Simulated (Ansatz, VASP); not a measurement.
# SbAs in two plane-wave programs, part 2 of 2

One calculation is typed for both programs; each brings its own data sets and cutoff. How far apart do they land? The cell is generated by rule, not measured, and may not be a known phase. The cell is taken from a series of VASP runs on this material, whose earlier steps may have relaxed, scaled or displaced it; both programs get it as it stands.

VASP 6.6.1 and Ansatz 0.2.0.

So far: The starting structure; Ansatz: band structure, HSE06.

## 3. VASP: band structure, HSE06

Level of this step: HSE06; plane waves and PAW (As, Sb); invented cell (VASP).

The same cell, functional, mesh and smearing now go to VASP, with its own data sets and cutoff.

Lines of VASP's logs that name or quote its potential files are left out, and so is its time.

The run reads the wave functions of an earlier VASP run, which isn't shown here.

INCAR

```
SYSTEM = SbAs
PREC = Accurate
ENCUT = 400
EDIFF = 1E-06
NELM = 100
ISMEAR = 0
SIGMA = 0.02
LREAL = .FALSE.
ALGO = Normal
LHFCALC = .TRUE.
AEXX = 0.25
GGA = PE
HFSCREEN = 0.2
LASPH = .TRUE.
NBANDS = 11
PRECFOCK = Fast
LORBIT = 11
LWAVE = .FALSE.
LCHARG = .FALSE.
KPAR = 4
ISIF = 2
```

POSCAR

```
SbAs
1.0
    0.0000000000      2.9500000000      2.9500000000
    2.9500000000      0.0000000000      2.9500000000
    2.9500000000      2.9500000000      0.0000000000
As Sb
1 1
Direct
    0.0000000000      0.0000000000      0.0000000000
    0.5000000000      0.5000000000      0.5000000000
```

KPOINTS

```
Automatic mesh
0
Gamma
4 4 4
0 0 0
```

KPOINTS_OPT

```
Line mode
8
Line-mode
Reciprocal
  0.00000000   0.00000000   0.00000000 GAMMA
  0.50000000   0.00000000   0.50000000 X

  0.50000000   0.00000000   0.50000000 X
  0.50000000   0.25000000   0.75000000 W

  0.50000000   0.25000000   0.75000000 W
  0.37500000   0.37500000   0.75000000 K

  0.37500000   0.37500000   0.75000000 K
  0.00000000   0.00000000   0.00000000 GAMMA

  0.00000000   0.00000000   0.00000000 GAMMA
  0.50000000   0.50000000   0.50000000 L

  0.50000000   0.50000000   0.50000000 L
  0.62500000   0.25000000   0.62500000 U

  0.62500000   0.25000000   0.62500000 U
  0.50000000   0.25000000   0.75000000 W

  0.50000000   0.25000000   0.75000000 W
  0.50000000   0.50000000   0.50000000 L

  0.50000000   0.50000000   0.50000000 L
  0.37500000   0.37500000   0.75000000 K

  0.62500000   0.25000000   0.62500000 U
  0.50000000   0.00000000   0.50000000 X
```

The projector-augmented-wave data sets are As and Sb (PBE family, release 64).

Run with:

```console
$ mpirun -np 4 vasp_std
```

Numbers of over 12 decimals in the logs are rounded to 6 here.

Log:

```text
[banner, memory and clock lines left out]
running    4 mpi-ranks, on    1 nodes
 distrk:  each k-point on    1 cores,    4 groups
 distr:  one band on    1 cores,    1 groups

 POSCAR found type information on POSCAR AsSb
 POSCAR found :  2 types and       2 ions
 LDA part: xc-table for (Slater+PW92), standard interpolation
 found WAVECAR, reading the header
 POSCAR, INCAR and KPOINTS ok, starting setup
 FFT: planning ... GRIDC
 FFT: planning ... GRID_SOFT
 FFT: planning ... GRID
 reading WAVECAR
 the WAVECAR file was read successfully
 initial charge from wavefunction
 entering main loop
       N       E                     dE             d eps       ncg     rms          rms(c)
DAV:   1    -0.104930611795E+02   -0.10493E+02   -0.17266E+00   176   0.846E+00    0.136E+01
DAV:   2    -0.104986807369E+02   -0.56196E-02   -0.15498E-02   185   0.112E+00    0.871E+00
DAV:   3    -0.104964541237E+02    0.22266E-02   -0.20254E-03   182   0.250E-01    0.531E+00
DAV:   4    -0.104958255049E+02    0.62862E-03   -0.69730E-04   185   0.136E-01    0.317E+00
DAV:   5    -0.104956463806E+02    0.17912E-03   -0.19233E-04   185   0.731E-02    0.189E+00
DAV:   6    -0.104956012600E+02    0.45121E-04   -0.59391E-05   185   0.399E-02    0.112E+00
DAV:   7    -0.104955926051E+02    0.86549E-05   -0.16495E-05   185   0.216E-02    0.664E-01
DAV:   8    -0.104955938181E+02   -0.12130E-05   -0.43744E-06   188   0.115E-02    0.393E-01
DAV:   9    -0.104955963127E+02   -0.24946E-05   -0.11669E-06   127   0.624E-03    0.234E-01
DAV:  10    -0.104955982504E+02   -0.19377E-05   -0.49834E-07   103   0.450E-03    0.139E-01
DAV:  11    -0.104955992956E+02   -0.10452E-05   -0.12550E-07    88   0.247E-03    0.828E-02
DAV:  12    -0.104956002627E+02   -0.96701E-06   -0.36425E-08    88   0.145E-03
   1 F= -.10495600E+02 E0= -.10495248E+02  d E =-.705237E-03
 Start KPOINTS_OPT (optional k-point list driver)
k-point batch [1-8\80]
       N       E                     dE             ncg
DAV:   1     0.281596701142E+03   -0.10547E+04      176
DAV:   2     0.124561274009E+02   -0.26914E+03      222
DAV:   3    -0.682547769452E+01   -0.19282E+02      239
DAV:   4    -0.708236102520E+01   -0.25688E+00      216
DAV:   5    -0.708487969597E+01   -0.25187E-02      214
DAV:   6    -0.708490380023E+01   -0.24104E-04      202
DAV:   7    -0.708490418282E+01   -0.38259E-06      194
[...]
k-point batch [73-80\80]
       N       E                     dE             ncg
DAV:   1     0.144981494647E+03   -0.22328E+04      176
DAV:   2    -0.725625240405E+02   -0.21754E+03      256
DAV:   3    -0.834362627825E+02   -0.10874E+02      217
DAV:   4    -0.835709701812E+02   -0.13471E+00      197
DAV:   5    -0.835723038517E+02   -0.13337E-02      215
DAV:   6    -0.835723280833E+02   -0.24232E-04      200
DAV:   7    -0.835723288054E+02   -0.72212E-06      192
```

Parts of OUTCAR (step 3):

```text
ion  position               nearest neighbor table
   1  0.000  0.000  0.000-   2 2.95   2 2.95   2 2.95   2 2.95   2 2.95   2 2.95
   2  0.500  0.500  0.500-   1 2.95   1 2.95   1 2.95   1 2.95   1 2.95   1 2.95

  LATTYP: Found a face centered cubic cell.
 ALAT       =     5.9000000000

 Subroutine GETGRP returns: Found 48 space group operations
 (whereof 48 operations were pure point group operations)

The static configuration has the point symmetry O_h .

 Found      8 irreducible k-points:

   k-points           NKPTS =      8   k-points in BZ     NKDIM =     64   number of bands    NBANDS=     11

   dimension x,y,z NGX =    28 NGY =   28 NGZ =   28
   dimension x,y,z NGXF=    56 NGYF=   56 NGZF=   56

   ENCUT  =  400.0 eV  29.40 Ry    5.42 a.u.   6.80  6.80  6.80*2*pi/ulx,y,z

   NELECT =      10.0000    total number of electrons

 k-points in reciprocal lattice and weights: Automatic mesh
   0.00000000  0.00000000  0.00000000       0.016
   0.25000000  0.00000000  0.00000000       0.125
   0.50000000  0.00000000  0.00000000       0.062
   0.25000000  0.25000000  0.00000000       0.094
   0.50000000  0.25000000  0.00000000       0.375
  -0.25000000  0.25000000  0.00000000       0.188
   0.50000000  0.50000000  0.00000000       0.047
  -0.25000000  0.50000000  0.25000000       0.094

  exchange ACFDT corr.  =         0.00000000  see jH, gK, PRB 81, 115126

 average (electrostatic) potential at core
       1 -45.2087       2 -83.1386

 E-fermi :   5.9870

 k-point     1 :       0.0000    0.0000    0.0000
  band No.  band energies     occupation
      1      -8.8077      2.00000
      2       0.5076      2.00000
      3       4.0370      2.00000
      4       4.0370      2.00000
      5       4.0370      2.00000
      6      10.2296      0.00000
      7      10.2296      0.00000
      8      10.2296      0.00000
      9      11.9569      0.00000
     10      11.9569      0.00000
    ...

 k-point     2 :       0.2500    0.0000    0.0000
  band No.  band energies     occupation
      1      -8.0356      2.00000
      2      -2.0851      2.00000
      3       4.2574      2.00000
      4       4.2574      2.00000
      5       5.2664      2.00000
      6       7.8539      0.00000
      7       7.8539      0.00000
      8       8.3461      0.00000
      9      12.4778      0.00000
     10      13.4316      0.00000
    ...

 k-point     3 :       0.5000    0.0000    0.0000
  band No.  band energies     occupation
    ...
      3       4.9718      2.00000
      4       4.9718      2.00000
      5       5.8751      2.00000
      6       5.8751      2.00000
      7       5.9870      1.00000
      8       6.8714      0.00000
      9      15.6392      0.00000
     10      16.7263      0.00000
     11      17.1801      0.00000

  Total       -1.8925717     -1.8925717     -1.8925717      0.0000000      0.0000000      0.0000000
  in kB      -59.0563883    -59.0563883    -59.0563883      0.0000000      0.0000000      0.0000000
  external PRESSURE =     -59.0563883 kB  Pullay stress =       0.0000000 kB

  energy-cutoff  :      400.00
  volume of cell :       51.34
      direct lattice vectors                 reciprocal lattice vectors
     0.000000000  2.950000000  2.950000000    -0.169491525  0.169491525  0.169491525
     2.950000000  0.000000000  2.950000000     0.169491525 -0.169491525  0.169491525
     2.950000000  2.950000000  0.000000000     0.169491525  0.169491525 -0.169491525

 POSITION                                       TOTAL-FORCE (eV/Angst)
 -----------------------------------------------------------------------------------
      0.00000      0.00000      0.00000         0.000000     -0.000000     -0.000000
      2.95000      2.95000      2.95000        -0.000000      0.000000      0.000000
 -----------------------------------------------------------------------------------
    total drift:                                0.000004      0.000004      0.000004

  FREE ENERGIE OF THE ION-ELECTRON SYSTEM (eV)
  ---------------------------------------------------
  free  energy   TOTEN  =       -10.4956002627 eV

  energy  without entropy=      -10.4948950257  energy(sigma->0) =      -10.49524764

 total charge
# of ion       s       p       d       tot
------------------------------------------
    1        1.326   1.321   0.037   2.684
    2        1.242   1.185   0.045   2.472
--------------------------------------------------
tot          2.568   2.506   0.082   5.156

[... 3 further parts left out ...]
```

The run ends at a pressure of -5.91 GPa.

## 4. Differences

Known differences besides the potentials themselves: exact exchange at q = 0 is treated differently, which shows on coarse meshes; VASP keeps PBE cores, Ansatz makes them for the functional; the data sets hold 30 valence electrons in Ansatz (default PAW (the set named soft_2) files) and 10 in VASP; the cutoff is 420 eV in Ansatz and 400 eV in VASP; VASP takes a coarser grid for exact exchange (PRECFOCK = Fast). Total energies have different zeros and are not compared.

The two programs side by side:

```
      quantity  Ansatz   VASP  difference
pressure (GPa)   -5.12  -5.91       +0.79
```

Levels from 3 eV below to 2 eV above the Fermi level differ by 11 meV r.m.s. and 25 meV at most; each VASP level is matched to the nearest of Ansatz, which flatters the figure a little.

## 5. Results

| Property | Result |
| --- | --- |
| r.m.s. difference of levels near the Fermi level (band structure, HSE06) | 11 meV |
| difference in pressure (band structure, HSE06) | 0.79 GPa |

What this shows: The difference in pressure is 0.79 GPa (band structure, HSE06), within the 1 GPa picked in this series as the mark of a large difference. Such differences can come from data sets, numerical settings and the points named under the comparisons, not from the functional's error against experiment.

[Lines on the potential files, build, host, timing and source positions are cut from VASP's logs without a mark.]

[Logs are printed without paths, hosts, clocks, repeated set-up lines and the standing remarks that a program may print on its own settings, such as how far it seeks lower states.]

[Hosts, paths, dates, database ids (printed as entryN), source tags and the programs' standing remarks are cut or masked in the printed files.]
